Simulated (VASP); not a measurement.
Output of a VASP run:

OUTCAR:
```
 ion  position               nearest neighbor table
   1  0.667  0.333  0.500-   4 1.92   4 1.92   4 1.92   3 1.93   2 3.14   2 3.14   2 3.14   2 3.14
                             2 3.14   2 3.14
   2  0.333  0.667  1.000-   3 1.92   3 1.92   3 1.92   4 1.93   1 3.14   1 3.14   1 3.14   1 3.14
                             1 3.14   1 3.14
   3  0.667  0.333  0.875-   2 1.92   2 1.92   2 1.92   1 1.93
   4  0.333  0.667  0.375-   1 1.92   1 1.92   1 1.92   2 1.93
  LATTYP: Found a hexagonal cell.
 ALAT       =     3.1317628469
 C/A-ratio  =     1.6419407771
 Subroutine PRICEL returns:
 Original cell was already a primitive cell.
 Subroutine GETGRP returns: Found 12 space group operations
The static configuration has the point symmetry C_3v.
 The point group associated with its full space group is C_6v.
The dynamic configuration has the point symmetry C_3v.
 Subroutine INISYM returns: Found 12 space group operations
 Subroutine IBZKPT returns following result:
 Found     30 irreducible k-points:

 Following reciprocal coordinates:
            Coordinates               Weight
  0.000000  0.000000  0.000000      1.000000
  0.125000  0.000000  0.000000      6.000000
  0.250000  0.000000  0.000000      6.000000
  0.375000 -0.000000  0.000000      6.000000
  0.500000  0.000000  0.000000      3.000000
  0.125000  0.125000  0.000000      6.000000
  0.250000  0.125000  0.000000     12.000000
  0.375000  0.125000  0.000000     12.000000
  0.250000  0.250000  0.000000      6.000000
  0.375000  0.250000  0.000000      6.000000
  0.000000  0.000000  0.200000      2.000000
  0.125000  0.000000  0.200000     12.000000
  0.250000  0.000000  0.200000     12.000000
  0.375000 -0.000000  0.200000     12.000000
  0.500000  0.000000  0.200000      6.000000
  0.125000  0.125000  0.200000     12.000000
  0.250000  0.125000  0.200000     24.000000
  0.375000  0.125000  0.200000     24.000000
  0.250000  0.250000  0.200000     12.000000
  0.375000  0.250000  0.200000     12.000000
  0.000000  0.000000  0.400000      2.000000
  0.125000  0.000000  0.400000     12.000000
  0.250000  0.000000  0.400000     12.000000
  0.375000 -0.000000  0.400000     12.000000
  0.500000  0.000000  0.400000      6.000000
  0.125000  0.125000  0.400000     12.000000
  0.250000  0.125000  0.400000     24.000000
  0.375000  0.125000  0.400000     24.000000
  0.250000  0.250000  0.400000     12.000000
  0.375000  0.250000  0.400000     12.000000
   k-points           NKPTS =     30   k-points in BZ     NKDIM =     30   number of bands    NBANDS=     12
   number of dos      NEDOS =    301   number of ions     NIONS =      4
   total plane-waves  NPLWV =  23040
   dimension x,y,z NGX =    24 NGY =   24 NGZ =   40
   dimension x,y,z NGXF=    48 NGYF=   48 NGZF=   80
   ions per type =               2   2
   PREC   = accura    normal or accurate (medium, high low for compatibility)
   ISTART =      0    job   : 0-new  1-cont  2-samecut
   ICHARG =      2    charge: 1-file 2-atom 10-const
   ISPIN  =      1    spin polarized calculation?
   LNONCOLLINEAR =      F non collinear calculations
   LSORBIT =      F    spin-orbit coupling
   INIWAV =      1    electr: 0-lowe 1-rand  2-diag
   ENCUT  =  520.0 eV  38.22 Ry    6.18 a.u.   5.82  5.82  9.56*2*pi/ulx,y,z
   NELM   =    100;   NELMIN=  2; NELMDL= -5     # of ELM steps
   EDIFF  = 0.1E-06   stopping-criterion for ELM
   LREAL  =      F    real-space projection
   NLSPLINE    = F    spline interpolate recip. space projectors
   LMAXMIX     =    2 max onsite mixed and CHGCAR
   VOSKOWN=      0    Vosko Wilk Nusair interpolation
   EDIFFG = -.1E-01   stopping-criterion for IOM
   NSW    =     30    number of steps for IOM
   NBLOCK =      1;   KBLOCK =     30    inner block; outer block
   IBRION =      2    ionic relax: 0-MD 1-quasi-New 2-CG
   NFREE  =      1    steps in history (QN), initial steepest desc. (CG)
   ISIF   =      4    stress and relaxation
   ISYM   =      2    0-nonsym 1-usesym 2-fastsym
   TEIN   =    0.0    initial temperature
...
```

**OSZICAR**
```
...
DAV:  12    -0.412673763231E+02   -0.24338E-02   -0.14620E-03   796   0.509E-01    0.140E-01
DAV:  13    -0.412701213269E+02   -0.27450E-02   -0.34819E-03   764   0.840E-01    0.337E-02
DAV:  14    -0.412701826361E+02   -0.61309E-04   -0.15534E-04   912   0.180E-01    0.347E-02
DAV:  15    -0.412702661609E+02   -0.83525E-04   -0.92810E-05   792   0.116E-01    0.160E-02
DAV:  16    -0.412701694493E+02    0.96712E-04   -0.58514E-05   752   0.119E-01    0.136E-02
DAV:  17    -0.412700785366E+02    0.90913E-04   -0.11373E-05   860   0.495E-02    0.999E-03
DAV:  18    -0.412700784588E+02    0.77798E-07   -0.32758E-06   768   0.241E-02    0.167E-03
DAV:  19    -0.412700716038E+02    0.68551E-05   -0.77386E-07   784   0.146E-02    0.183E-03
DAV:  20    -0.412700748288E+02   -0.32251E-05   -0.11479E-07   604   0.581E-03    0.433E-04
DAV:  21    -0.412700692084E+02    0.56204E-05   -0.72531E-08   460   0.406E-03    0.292E-04
DAV:  22    -0.412700694617E+02   -0.25326E-06   -0.78794E-09   416   0.114E-03    0.264E-04
DAV:  23    -0.412700691399E+02    0.32181E-06   -0.16370E-09   412   0.505E-04    0.123E-04
DAV:  24    -0.412700689240E+02    0.21581E-06   -0.11768E-09   416   0.501E-04    0.443E-05
DAV:  25    -0.412700692076E+02   -0.28351E-06   -0.16222E-09   420   0.602E-04    0.230E-05
DAV:  26    -0.412700693100E+02   -0.10247E-06   -0.10379E-10   416   0.119E-04    0.241E-05
DAV:  27    -0.412700693087E+02    0.13256E-08   -0.11574E-11   420   0.328E-05
   1 F= -.41270069E+02 E0= -.41270069E+02  d E =-.412701E+02
       N       E                     dE             d eps       ncg     rms          rms(c)
DAV:   1    -0.412701144413E+02   -0.45131E-04   -0.67389E-03   880   0.702E-01    0.479E-02
DAV:   2    -0.412701121666E+02    0.22747E-05   -0.22550E-04   896   0.148E-01    0.246E-02
DAV:   3    -0.412700403417E+02    0.71825E-04   -0.47765E-05   852   0.849E-02    0.642E-03
DAV:   4    -0.412701021246E+02   -0.61783E-04   -0.17658E-05   872   0.457E-02    0.409E-03
DAV:   5    -0.412700714836E+02    0.30641E-04   -0.22970E-06   816   0.225E-02    0.253E-03
DAV:   6    -0.412700856807E+02   -0.14197E-04   -0.81668E-07   784   0.132E-02    0.975E-04
DAV:   7    -0.412700742176E+02    0.11463E-04   -0.72866E-07   760   0.124E-02    0.163E-04
DAV:   8    -0.412700742267E+02   -0.90542E-08   -0.48079E-08   484   0.339E-03
   2 F= -.41270074E+02 E0= -.41270074E+02  d E =-.491798E-05
       N       E                     dE             d eps       ncg     rms          rms(c)
DAV:   1    -0.412701079268E+02   -0.33709E-04   -0.15455E-03   876   0.336E-01    0.230E-02
DAV:   2    -0.412700962424E+02    0.11684E-04   -0.51662E-05   896   0.709E-02    0.118E-02
DAV:   3    -0.412701151913E+02   -0.18949E-04   -0.10866E-05   852   0.403E-02    0.309E-03
DAV:   4    -0.412700855031E+02    0.29688E-04   -0.39572E-06   868   0.212E-02    0.195E-03
DAV:   5    -0.412701006215E+02   -0.15118E-04   -0.50402E-07   812   0.103E-02    0.119E-03
DAV:   6    -0.412700929500E+02    0.76714E-05   -0.17685E-07   568   0.628E-03    0.400E-04
DAV:   7    -0.412700996424E+02   -0.66924E-05   -0.15905E-07   516   0.569E-03    0.782E-05
DAV:   8    -0.412700984116E+02    0.12307E-05   -0.14221E-08   408   0.152E-03    0.614E-05
DAV:   9    -0.412700990823E+02   -0.67063E-06   -0.22739E-09   388   0.675E-04    0.291E-05
DAV:  10    -0.412700988590E+02    0.22324E-06   -0.11584E-09   372   0.493E-04    0.221E-05
DAV:  11    -0.412700988798E+02   -0.20776E-07   -0.28366E-10   360   0.238E-04
   3 F= -.41270099E+02 E0= -.41270099E+02  d E =-.295711E-04
```

File OUTCAR:
```
------------------------ aborting loop because EDIFF is reached ----------------------------------------
  FORCE on cell =-STRESS in cart. coord.  units (eV):
  Direction    XX          YY          ZZ          XY          YZ          ZX
  --------------------------------------------------------------------------------------
  Total       -3.2081837     -3.2081832     -3.2055591      0.0000000      0.0000000      0.0000000
  in kB     -117.6833630   -117.6833425   -117.5870876      0.0000000      0.0000000      0.0000000
  external PRESSURE =    -117.6512644 kB  Pullay stress =       0.0000000 kB
  volume of cell :       43.68
      direct lattice vectors                 reciprocal lattice vectors
     1.565567692 -2.711642550  0.000000000     0.319372968 -0.184390085 -0.000000000
     1.565567692  2.711642550  0.000000000     0.319372968  0.184390085  0.000000000
     0.000000000 -0.000000000  5.144230936     0.000000000  0.000000000  0.194392517
  FREE ENERGIE OF THE ION-ELECTRON SYSTEM (eV)
  ---------------------------------------------------
  free  energy   TOTEN  =       -41.2700988798 eV

  energy  without entropy=      -41.2700988798  energy(sigma->0) =      -41.27009888

 reached required accuracy - stopping structural energy minimisation
```
(Selected blocks of OUTCAR.)

File POSCAR:
```
SiC
1
    1.5658815301    -2.7121861225     0.0000000000
    1.5658815301     2.7121861225     0.0000000000
    0.0000000000     0.0000000000     5.1421691226
Si C
2 2
Direct
  0.6666670000   0.3333330000   0.4996269235
  0.3333330000   0.6666670000   0.9996269235
  0.6666670000   0.3333330000   0.8753730765
  0.3333330000   0.6666670000   0.3753730765
```

Task: Write an INCAR and KPOINTS that could have produced this output.

Result: One answer among several that fit: the input of the run itself, SCAN meta-GGA, plane waves, VASP's PBE PAW potentials (set 64).

### INCAR
```
! general
SYSTEM =SiC
PREC   =Accurate
ENCUT  =520   ! plane-wave cut-off (eV)
LREAL  =F   ! projection in real space or not
LASPH  =T

! electronic loop
EDIFF  =1E-7
NELM   =100   ! most electronic steps
ALGO   =Normal
LMIXTAU=T

! smearing
ISMEAR =0   ! Gaussian
SIGMA  =0.05   ! width (eV)

! functional
METAGGA=SCAN

! ions
IBRION =2   ! conjugate gradients
NSW    =30   ! most ionic steps
ISIF   =4   ! ions and shape, fixed volume
EDIFFG =-0.01

! output
LWAVE  =F
LCHARG =F
```

### KPOINTS
```
Automatic mesh
0
G
8 8 5
0 0 0
```

POTCAR, in this order: Si C (PBE.64 set). Program: vasp_std.

The compound is SiC in the wurtzite structure, the rare 2H polytype. This cell is one point of a volume scan, at 1.06 of the reference volume. Symmetry was kept, so distortions that lower it aren't found.
